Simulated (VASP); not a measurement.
Method: vdW-DF2, VASP's PBE PAW potentials (set 64) (plane waves; VASP).

VASP ran on this input.

**INCAR**
```
SYSTEM = WSe2
PREC = Accurate
ENCUT = 520
EDIFF = 1E-7
NELM = 100
ALGO = Normal
LREAL = .FALSE.
LASPH = .TRUE.
ISMEAR = 0
SIGMA = 0.05
GGA = ML
ZAB_VDW = -1.8867
LUSE_VDW = .TRUE.
AGGAC = 0.0
LMAXMIX = 6
LWAVE = .FALSE.
LCHARG = .FALSE.
LORBIT = 11
ICHARG = 11
```

### POSCAR
```
WSe2
1.0
  1.7198769488  -2.9789138859   0.0000000000
  1.7198769488   2.9789138859   0.0000000000
  0.0000000000   0.0000000000  13.7112052784
W Se
2 4
Cartesian
  1.7198769488   0.9929732812   3.4278013196
  1.7198769488  -0.9929732812  10.2834039588
  1.7198769488   0.9929732812  11.9859155965
  1.7198769488  -0.9929732812   5.1303129573
  1.7198769488  -0.9929732812   1.7252896819
  1.7198769488   0.9929732812   8.5808923211
```

KPOINTS:
```
k-points along high-symmetry lines
10
Line-mode
Reciprocal
  0.000000   0.000000   0.000000 ! GAMMA
  0.000000   0.500000   0.000000 ! M

  0.000000   0.500000   0.000000 ! M
 -0.333333   0.666667   0.000000 ! K

 -0.333333   0.666667   0.000000 ! K
  0.000000   0.000000   0.000000 ! GAMMA

  0.000000   0.000000   0.000000 ! GAMMA
  0.000000   0.000000   0.500000 ! A

  0.000000   0.000000   0.500000 ! A
  0.000000   0.500000   0.500000 ! L

  0.000000   0.500000   0.500000 ! L
 -0.333333   0.666667   0.500000 ! H

 -0.333333   0.666667   0.500000 ! H
  0.000000   0.000000   0.500000 ! A

  0.000000   0.500000   0.500000 ! L
  0.000000   0.500000   0.000000 ! M

 -0.333333   0.666667   0.500000 ! H
 -0.333333   0.666667   0.000000 ! K
```

POTCAR, in this order: W_sv Se (PBE.64 set). Program: vasp_std. Read from the step before: CHGCAR.

The run wrote:

File OSZICAR:
```
       N       E                     dE             d eps       ncg     rms          rms(c)
DAV:   1     0.516016211710E+03    0.51602E+03   -0.28425E+04  6364   0.160E+03
DAV:   2     0.812601319484E+01   -0.50789E+03   -0.49717E+03  6813   0.409E+02
DAV:   3    -0.237889960153E+02   -0.31915E+02   -0.31259E+02  7014   0.910E+01
DAV:   4    -0.248235381676E+02   -0.10345E+01   -0.10292E+01  6990   0.158E+01
DAV:   5    -0.248534599770E+02   -0.29922E-01   -0.29906E-01  7382   0.256E+00
DAV:   6    -0.248541897594E+02   -0.72978E-03   -0.72940E-03  7212   0.404E-01
DAV:   7    -0.248542131028E+02   -0.23343E-04   -0.23342E-04  7416   0.686E-02
DAV:   8    -0.248542137205E+02   -0.61768E-06   -0.61752E-06  6873   0.126E-02
DAV:   9    -0.248542137448E+02   -0.24331E-07   -0.24427E-07  4997   0.259E-03
   1 F= -.24854214E+02 E0= -.24854214E+02  d E =-.390429E-15
```

**OUTCAR**
```
 val. band max:        4.7927583462   @ k =   0.0000   0.0000   0.0000

 cond. band min:       5.7911994357   @ k =  -0.3333   0.6667   0.5000



 k-point     1 :       0.0000    0.0000    0.0000
  band No.  band energies     occupation
      1     -69.6375      2.00000
      2     -69.6375      2.00000
      3     -33.8257      2.00000
      4     -33.8257      2.00000
      5     -33.7959      2.00000
      6     -33.7959      2.00000
      7     -33.7959      2.00000
      8     -33.7959      2.00000
      9      -9.7315      2.00000
     10      -9.5909      2.00000
     11      -8.7527      2.00000
     12      -8.5318      2.00000
     13      -1.4176      2.00000
     14      -0.6739      2.00000
     15       1.8094      2.00000
     16       2.2970      2.00000
     17       2.2970      2.00000
     18       2.3090      2.00000
     19       2.3090      2.00000
     20       3.2424      2.00000
     21       3.2424      2.00000
     22       3.2755      2.00000
     23       3.2755      2.00000
     24       3.6616      2.00000
     25       4.1020      2.00000
     26       4.7928      2.00000
     27       7.0891      0.00000
     28       7.0932      0.00000
     29       7.1156      0.00000
     30       7.1197      0.00000
     31       7.1270      0.00000

 k-point     2 :       0.0000    0.0556    0.0000
  band No.  band energies     occupation
      1     -69.6374      2.00000
      2     -69.6373      2.00000
      3     -33.8250      2.00000
      4     -33.8250      2.00000
      5     -33.8000      2.00000
      6     -33.8000      2.00000
      7     -33.7969      2.00000
      8     -33.7969      2.00000
      9      -9.6947      2.00000
     10      -9.5545      2.00000
     11      -8.7329      2.00000
     12      -8.5146      2.00000
     13      -1.3652      2.00000
     14      -0.6227      2.00000
     15       1.7613      2.00000
     16       2.1710      2.00000
     17       2.1847      2.00000
     18       2.3324      2.00000
...
```

The density is held fixed in this step, so its total energy and stress have no physical meaning. Unless said otherwise, spin-orbit coupling is left out, though it shifts the bands of the heavy elements here.

The compound is WSe2 in the 2H layered structure. It was relaxed first, which changed the volume by +16 %.
